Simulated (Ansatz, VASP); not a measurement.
# BN in two plane-wave programs, part 2 of 3

Aim: how closely do two programs agree when they are given the same cell, functional and k mesh? The cell is taken from a series of runs on this material, whose earlier steps may have relaxed, scaled, displaced or heated it; both programs get it as it stands.

VASP 6.6.1 and Ansatz 0.2.0.

So far: Starting point; VASP: zone-centre phonons, PBE with D3(BJ), pair 1.

**3. Ansatz: zone-centre phonons, PBE with D3(BJ), pair 1**

Level of this step: Ansatz beside VASP: Kohn-Sham DFT, plane waves, PBE with D3(BJ) (Ansatz).

Ansatz runs on its PAW soft_1 files.

The same cell, functional and mesh now go to Ansatz, which takes its cutoff from its data sets.

input.yaml reads:

```yaml
crystal:
  lattice:
    - [2.5025337053, 0.0, 0.0]
    - [-1.2512668527, 2.1672577626, 0.0]
    - [0.0, 0.0, 6.3667785266]
  atoms:
    - { symbol: B, position: [0.3333333333, 0.6666666667, 0.25] }
    - { symbol: B, position: [0.6666666667, 0.3333333333, 0.75] }
    - { symbol: "N", position: [0.3333333333, 0.6666666667, 0.75] }
    - { symbol: "N", position: [0.6666666667, 0.3333333333, 0.25] }
kpoints:
  mp_grid: { grid: [12, 12, 4] }
hamiltonian:
  xc: pbe
  dispersion: d3bj
  pseudopotentials: { kind: paw, azcp: { folder: soft_1 } }
scf:
  occupations: { method: fixed }
output:
  eigenvalues: true
phonons:
  method: dfpt
  dielectric: true
  rigid_motions: translations
```

Launch:

```console
$ ansatz run input.yaml --threads 4 --pin off --max-ram 16384MiB --backend cpu --events-out ev --progress --plain --runs-dir out
```

Numbers of over 12 decimals in the logs are rounded to 6 here.

What it wrote:

```text
Engine: ansatz 0.2.0, x86_64-unknown-linux-gnu
Pseudopotentials: kind: paw
Pseudopotential: B, paw, valence charge 3, recommended cutoff 420 eV (normal), soft_1/B.paw.azcp
Pseudopotential: N, paw, valence charge 5, recommended cutoff 420 eV (normal), soft_1/N.paw.azcp
Functional definition: PBE
  parameter kappa = 0.804
  parameter beta = 0.066725
  exchange = pbe_x(kappa = kappa, mu = beta*pi^2/3)
  correlation = pbe_c(beta = beta)
Crystal: 4 atoms, lattice volume = 34.531 Å³
Basis set: ecut = 420 eV, 663 PW (Γ), exchange–correlation on 36×36×96 points (8 copies of the dense FFT grid, shifted against one another)
Bands: 12, of which v1, the nominal top of the filled ones, is band 8 counted from 1 (7 counted from 0)
Symmetry: 24 space group operations
k-points: 164 of 576 (irreducible under 2 space group operations, time reversal used)
Non-local potential: B, projectors of the file, l = 0: 2, l = 1: 2, l = 2: 1
Non-local potential: N, projectors of the file, l = 0: 2, l = 1: 2, l = 2: 1
PAW form: soft (Blöchl's): semilocal exchange-correlation on the pseudo side does not see the compensation charge
PAW one-centre angular grid: B, 110 points (default); XC on 64 Gauss nodes
PAW one-centre angular grid: N, 110 points (default); XC on 64 Gauss nodes
Initial density: superposition of atomic densities (chi_scale 0.1, normalization cell, long waves kept (reshape's long-wave potential 0.01 eV rms))
Initial wavefunctions: pseudopotential atomic-orbital guess
Functional: x = pbe(κ = 0.804, μ = 0.219515), c = pbe(β = 0.066725)
SCF iter   1: F=—  HF=-1088.010800 eV  |F-HF|=—  |Δ(HF+E_count)|=         —  Δρ=1.49e-1  dr2=7.50e0  ethr=3.10e-3  ⟨swp⟩=5.0  Hψ=10365  notcnv=0  defer=220
preconditioner: auto → none  [insulator: Δε(μ)=5.729 eV  Ē_g=17.068 eV  n_scr=4 (ndim 8)  ℏωp=25.3 eV  f_vac=0.000  ε∞_Penn≈3.2]
SCF iter   2: F=—  HF=-1085.627206 eV  |F-HF|=—  |Δ(HF+E_count)|=    2.38e0  Δρ=6.98e-2  dr2=9.02e-1  ethr=3.10e-3  ⟨swp⟩=3.0  Hψ=5610  notcnv=0  defer=311
SCF iter   3: F=—  HF=-1085.391982 eV  |F-HF|=—  |Δ(HF+E_count)|=   2.35e-1  Δρ=2.35e-2  dr2=1.06e-1  ethr=3.10e-3  ⟨swp⟩=2.5  Hψ=4206  notcnv=0  defer=307
SCF iter   4: F=—  HF=-1085.381198 eV  |F-HF|=—  |Δ(HF+E_count)|=   1.08e-2  Δρ=8.86e-3  dr2=1.55e-2  ethr=6.63e-4  ⟨swp⟩=2.0  Hψ=2798  notcnv=0  defer=328
SCF iter   5: F=—  HF=-1085.380457 eV  |F-HF|=—  |Δ(HF+E_count)|=   7.41e-4  Δρ=1.39e-3  dr2=3.39e-4  ethr=9.66e-5  ⟨swp⟩=2.8  Hψ=3553  notcnv=0  defer=328
SCF iter   6: F=—  HF=-1085.380538 eV  |F-HF|=—  |Δ(HF+E_count)|=   8.08e-5  Δρ=1.70e-4  dr2=6.32e-6  ethr=2.12e-6  ⟨swp⟩=2.9  Hψ=3515  notcnv=0  defer=328
SCF iter   7: F=—  HF=-1085.380537 eV  |F-HF|=—  |Δ(HF+E_count)|=   5.06e-7  Δρ=7.73e-6  dr2=1.64e-8  ethr=3.95e-8  ⟨swp⟩=2.9  Hψ=3320  notcnv=0  defer=17
SCF iter   8: F=—  HF=-1085.380537 eV  |F-HF|=—  |Δ(HF+E_count)|=   2.20e-7  Δρ=4.43e-7  dr2=4.89e-11  ethr=1.00e-12  ⟨swp⟩=6.7  Hψ=14369  notcnv=0
SCF iter   9: F=-1085.380537 eV  HF=-1085.380537 eV  |F-HF|=2.27e-13  |Δ(HF+E_count)|=  4.02e-11  Δρ=4.29e-8  dr2=4.21e-13  ethr=1.00e-12  ⟨swp⟩=4.0  Hψ=9232  notcnv=0
SCF 1 converged in 9 iterations: F = -1085.380537 eV  dr2 = 4.21e-13
  greatest PAW one-centre occupation: 0.800 electrons in one spin orbital (limit 2), on the N atom at site 3 (counted from 0), in its partial waves of l = 0
DFPT response loops at Γ: preconditioner auto → Resta (q_TF=auto, 2.400 Å⁻¹)  ε∞=3.8 (no band partly filled); β = 1.00, the filter's whole step (`scf.mixing.beta` (0.50) is not read by the response loops at its default; to damp them type it under 1.00, their step now; it binds the ground state too); Broyden in place of MSR1
SCF converged after 9 iterations
Free energy (F): -1085.380537 eV
Harris-Foulkes:  -1085.380537 eV  (|F-HF|=2.27e-13)
Internal energy: -1085.380537 eV  (E = F + TS)
E sigma→0 (E₀):  -1085.380537 eV
Fermi energy:    5.242160 eV
--- Per-component energies (eV) ---
  E_band       = -30.674429
  E_kinetic    = 363.396763
  E_local      = -618.819491  (includes V_loc(G=0)·N_el)
  E_nonlocal   = 86.257523
  E_hartree    = 206.652894
  E_xc         = -184.182478
  E_vxc        = -227.199364  (∫ρ·V_xc dr)
  E_paw        = -414.108381  (= ΣΔE_a)
  E_vpaw       = -47.617454  (= ΣTr[D̂ρ^β])
  E_aug_tail   = 0.001811  (compensation charges beyond the density's cutoff)
  E_ewald      = -523.984291
  E_disp       = -0.594886  (pairwise vdW)
  E_smearing   = -0.000000  (= −TS)
  E_closure    = -0.000000  (closes the sum)
  Σ components = -1085.380537   (vs F -1085.380537, Δ=0.00e0)
--- Band table (eV; the first three rows and the last of 164) ---
  k-point 0: bands = [... 4 lower, 3.8713, 3.8713, 3.9280, 3.9280, 10.7527, 16.0142, 16.7655, 16.7655]
  k-point 1: bands = [... 4 lower, 3.8795, 3.8795, 3.9191, 3.9191, 11.5412, 15.1707, 16.7899, 16.7899]
  k-point 2: bands = [... 4 lower, 3.8994, 3.8994, 3.8994, 3.8994, 13.3470, 13.3470, 16.8501, 16.8501]
  k-point 163: bands = [... 4 lower, -0.6590, -0.6590, 4.0684, 4.0684, 10.8997, 10.8997, 17.5233, 17.5233]
--- Phonons (Γ-DFPT): 4 representative perturbations + reference, on 164 of 576 k-points (Σ response iterations 12) ---
  k mesh reduced under 2 symmetry operations, with k and −k counted as one. Each operation leaves every solved perturbation unchanged. A smaller set is not considered because the run solves the response to a homogeneous field
  ASR residual: 1.398e-5 → 0.000e0 eV/Å²; symmetrization residual: 9.097e-7 eV/Å²
  pairwise dispersion correction: d3bj (s6 = 1.0, s8 = 0.7875, a1 = 0.4289, a2_bohr = 4.4407), with the weights of each atom's references fixed at the reference crystal's, and the forces and stress that the weights' published response gives there kept as a pressure on the atom's counted neighbours (hamiltonian.dispersion)
  ASR residual per site (eV/Å²): 1.40e-5 1.40e-5 1.01e-5 1.01e-5
  Γ frequencies (cm⁻¹): 0.00 0.00 0.00 56.13 56.13 148.59 731.06 794.11 1361.29 1361.29 1361.51 1361.51
  ε∞ (high-frequency dielectric tensor):
        4.884042     0.000000    -0.000000
        0.000000     4.884042     0.000000
       -0.000000     0.000000     2.902748
  ε⁰ (static dielectric tensor: ions relaxed, cell fixed):
        6.745452     0.000000    -0.000000
        0.000000     6.745452     0.000000
       -0.000000     0.000000     3.521365
  ε⁰ − ε∞ (ionic part):
        1.861410     0.000000    -0.000000
        0.000000     1.861410     0.000000
       -0.000000     0.000000     0.618617
  softest optical mode at Γ: 56.13 cm⁻¹; the repairs (sum rule, projections) moved no ω² at Γ by more than (0.79 cm⁻¹)²
  Born effective charges Z* (e; rows j = field, columns β = displacement):
    site 0:
         2.71744    0.00000   -0.00000
         0.00000    2.71744    0.00000
        -0.00000    0.00000    0.84131
    site 1:
         2.71744    0.00000   -0.00000
         0.00000    2.71744    0.00000
        -0.00000    0.00000    0.84131
    site 2:
        -2.71744   -0.00000    0.00000
        -0.00000   -2.71744   -0.00000
         0.00000   -0.00000   -0.84131
    site 3:
        -2.71744   -0.00000    0.00000
        -0.00000   -2.71744   -0.00000
         0.00000   -0.00000   -0.84131
  Z* charge neutrality: 1.758e-5 e pre-enforcement
  k-mesh period / interband length: 25.5 Å / 1.15 Å = 22.06 at k = (0.0000, 0.0000, 0.0000), direct gap 6.825 eV — 14 or more, which is no proof of convergence
  optical modes at Γ without the LO–TO term, one row a degenerate level:
      ω (cm⁻¹)  modes    IR ((D/Å)²/amu)
         56.13      2             0.0000
        148.59      1             0.0000
        731.06      1             5.3528
[...]
optical modes at Γ + LO–TO along q̂ = [1.0000, 0.0000, 0.0000]:
      ω (cm⁻¹)  modes    IR ((D/Å)²/amu)
[...]
optical modes at Γ + LO–TO along q̂ = [0.0000, 1.0000, 0.0000]:
      ω (cm⁻¹)  modes    IR ((D/Å)²/amu)
[...]
1361.51      2             0.0000
       1599.80      1            55.8459
  optical modes at Γ + LO–TO along q̂ = [0.0000, 0.0000, 1.0000]:
      ω (cm⁻¹)  modes    IR ((D/Å)²/amu)
         56.13      2             0.0000
        148.59      1             0.0000
        794.11      1             0.0000
        805.20      1             5.3528
       1361.29      2           111.6918
       1361.51      2             0.0000
```

In the SCF lines HF is the Harris–Foulkes energy and dr2 the Hartree energy of the density residual, in eV; the loop may stop once dr2 is under the threshold and the program's other checks hold. Hψ counts applications of the Hamiltonian.

**4. Side by side**

Known differences besides the potentials themselves: fixed occupations in Ansatz, narrow Gaussian smearing in VASP; the cutoff is 420 eV in Ansatz and 600 eV in VASP; Ansatz takes the dispersion share of the force constants at frozen C6 weights, VASP differentiates the full forces; VASP uses finite displacements, Ansatz perturbation theory. Total energies have different zeros and are not compared.

The two programs side by side:

```
                  quantity  Ansatz    VASP  difference
optical mode 1 to 2 (cm⁻¹)    56.1    55.9     +0.48 %
     optical mode 3 (cm⁻¹)   148.6   148.7     -0.05 %
     optical mode 4 (cm⁻¹)   731.1   731.4     -0.05 %
     optical mode 5 (cm⁻¹)   794.1   794.8     -0.09 %
optical mode 6 to 7 (cm⁻¹)  1361.3  1360.8     +0.03 %
optical mode 8 to 9 (cm⁻¹)  1361.5  1361.0     +0.04 %
```

Modes are paired by rising frequency, not by their patterns, so a pair may set unlike modes beside each other; they are those without the splitting of longitudinal modes.

**5. Ansatz: zone-centre phonons, PBE with D3(BJ), pair 2**

Second derivatives magnify differences that forces hide, and they need a tight electronic threshold. The cell compared in this pair holds 35.25 Å³, against 34.53 Å³ for the pair before.

The cell is taken from a series of runs on this material, whose earlier steps may have relaxed, scaled, displaced or heated it; both programs get it as it stands.

Edit input.yaml of step 3 so:

```diff
@@ -2,5 +2,5 @@
   lattice:
-    - [2.5025337053, 0.0, 0.0]
-    - [-1.2512668527, 2.1672577626, 0.0]
-    - [0.0, 0.0, 6.3667785266]
+    - [2.5042847071, 0.0, 0.0]
+    - [-1.2521423535, 2.1687741746, 0.0]
+    - [0.0, 0.0, 6.4903341041]
   atoms:
```

What it wrote:

```text
[...]
Crystal: 4 atoms, lattice volume = 35.250 Å³
Basis set: ecut = 420 eV, 711 PW (Γ), exchange–correlation on 36×36×96 points (8 copies of the dense FFT grid, shifted against one another)
Bands: 12, of which v1, the nominal top of the filled ones, is band 8 counted from 1 (7 counted from 0)
Symmetry: 24 space group operations
k-points: 164 of 576 (irreducible under 2 space group operations, time reversal used)
[...]
optical modes at Γ + LO–TO along q̂ = [1.0000, 0.0000, 0.0000]:
      ω (cm⁻¹)  modes    IR ((D/Å)²/amu)
[...]
optical modes at Γ + LO–TO along q̂ = [0.0000, 1.0000, 0.0000]:
      ω (cm⁻¹)  modes    IR ((D/Å)²/amu)
[...]
optical modes at Γ + LO–TO along q̂ = [0.0000, 0.0000, 1.0000]:
      ω (cm⁻¹)  modes    IR ((D/Å)²/amu)
[...]
794.88      1             0.0000
        804.51      1             4.7736
       1357.67      2           111.6506
       1357.74      2             0.0000
[key lines of the parts left out:]
SCF converged after 9 iterations
Free energy (F): -1085.384996 eV
Fermi energy:    4.999228 eV
```

**6. VASP: zone-centre phonons, PBE with D3(BJ), pair 2**

The same cell, functional and mesh now go to VASP, with its own data sets.

INCAR reads:

```
SYSTEM = BN
PREC = Accurate
ENCUT = 600
EDIFF = 1E-08
NELM = 120
ISMEAR = 0
SIGMA = 0.01
LREAL = .FALSE.
ALGO = Normal
GGA = PE
IVDW = 12
NBANDS = 14
LORBIT = 11
LWAVE = .FALSE.
LCHARG = .FALSE.
ISIF = 2
IBRION = 6
NFREE = 2
POTIM = 0.015
NSW = 1
LASPH = .TRUE.
GGA_COMPAT = .FALSE.
EFERMI = MIDGAP
KPAR = 2
```

POSCAR reads:

```
BN
1.0
    2.5042847071      0.0000000000      0.0000000000
   -1.2521423535      2.1687741746      0.0000000000
    0.0000000000      0.0000000000      6.4903341041
B N
2 2
Direct
    0.3333333333      0.6666666667      0.2500000000
    0.6666666667      0.3333333333      0.7500000000
    0.3333333333      0.6666666667      0.7500000000
    0.6666666667      0.3333333333      0.2500000000
```

KPOINTS reads:

```
Automatic mesh
0
Gamma
12 12 4
0 0 0
```

PAW data sets: B and N (PBE family, release 64).

Launch:

```console
$ mpirun -np 2 vasp_std
```

What it wrote:

```text
[... set-up lines as in an earlier step ...]
 entering main loop
       N       E                     dE             d eps       ncg     rms          rms(c)
DAV:   1     0.648604202849E+02    0.64860E+02   -0.88988E+03  1604   0.119E+03
DAV:   2    -0.343231528666E+02   -0.99184E+02   -0.89372E+02  2166   0.269E+02
DAV:   3    -0.386331420966E+02   -0.43100E+01   -0.42863E+01  2124   0.576E+01
DAV:   4    -0.386681721808E+02   -0.35030E-01   -0.35014E-01  1842   0.540E+00
[...]
DAV:  13    -0.351421942341E+02   -0.12414E-06   -0.11383E-06  2130   0.838E-03    0.937E-04
DAV:  14    -0.351421943315E+02   -0.97378E-07   -0.16197E-07  1680   0.309E-03    0.242E-04
DAV:  15    -0.351421943317E+02   -0.20464E-09   -0.41864E-09  1644   0.529E-04
   1 F= -.35722549E+02 E0= -.35722549E+02  d E =0.000000E+00
[... from here on, the cycles between the ionic steps are left out ...]
   2 F= -.35717901E+02 E0= -.35717901E+02  d E =0.000000E+00
   3 F= -.35717901E+02 E0= -.35717901E+02  d E =0.000000E+00
   4 F= -.35721054E+02 E0= -.35721054E+02  d E =0.000000E+00
   5 F= -.35721054E+02 E0= -.35721054E+02  d E =0.000000E+00
   6 F= -.35717893E+02 E0= -.35717893E+02  d E =0.000000E+00
   7 F= -.35717893E+02 E0= -.35717893E+02  d E =0.000000E+00
   8 F= -.35721024E+02 E0= -.35721024E+02  d E =0.000000E+00
   9 F= -.35721024E+02 E0= -.35721024E+02  d E =0.000000E+00
 Finite differences progress:
  Degree of freedom:   4/  4
  Displacement:        2/  2
  Total:               8/  8
```

OUTCAR, selected parts (step 6):

```text
 Edisp (eV)   -0.58036

 Edisp (eV)   -0.58036

  Total       0.19377     0.19377     0.07619     0.00000     0.00000     0.00000
  in kB       8.80692     8.80692     3.46300     0.00000     0.00000     0.00000
  external pressure =        7.03 kB  Pullay stress =        0.00 kB

 POSITION                                       TOTAL-FORCE (eV/Angst)
 -----------------------------------------------------------------------------------
     -0.00000      1.44585      1.62258        -0.000000      0.000000      0.012057
      1.25214      0.72292      4.86775         0.000000     -0.000000     -0.195294
     -0.00000      1.44585      4.85275        -0.000000     -0.000000      0.203393
      1.25214      0.72292      1.62258        -0.000000     -0.000000     -0.020157
 -----------------------------------------------------------------------------------
    total drift:                               -0.000000     -0.000000     -0.000049

  FREE ENERGIE OF THE ION-ELECTRON SYSTEM (eV)
  ---------------------------------------------------
  free  energy   TOTEN  =       -35.7210240969 eV

  energy  without entropy=      -35.7210240969  energy(sigma->0) =      -35.72102410

[... 1 part as in an earlier step ...]

[... 2 further parts left out ...]
[key lines of the parts left out:]
E-fermi :   4.5896
```

Levels, forces or a CONTCAR printed for this step are those of its last displaced cell, not of the structure at rest.

**7. Side by side**

The two programs side by side:

```
                  quantity  Ansatz    VASP  difference
optical mode 1 to 2 (cm⁻¹)    51.0    50.4     +1.13 %
     optical mode 3 (cm⁻¹)   133.3   133.2     +0.11 %
     optical mode 4 (cm⁻¹)   737.6   738.0     -0.04 %
     optical mode 5 (cm⁻¹)   794.9   795.6     -0.09 %
optical mode 6 to 9 (cm⁻¹)  1357.7  1357.3     +0.03 %
```

Modes are paired by rising frequency, not by their patterns, so a pair may set unlike modes beside each other; they are those without the splitting of longitudinal modes.

[end of part 2 of 3]

[Lines on the potential files, build, host, timing and source positions are cut from VASP's logs without a mark.]

[Logs are printed without paths, hosts, clocks, repeated set-up lines and the standing remarks that a program may print on its own settings, such as how far it seeks lower states.]

[Hosts, paths, dates, database ids (printed as entryN), source tags and the programs' standing remarks are cut or masked in the printed files.]
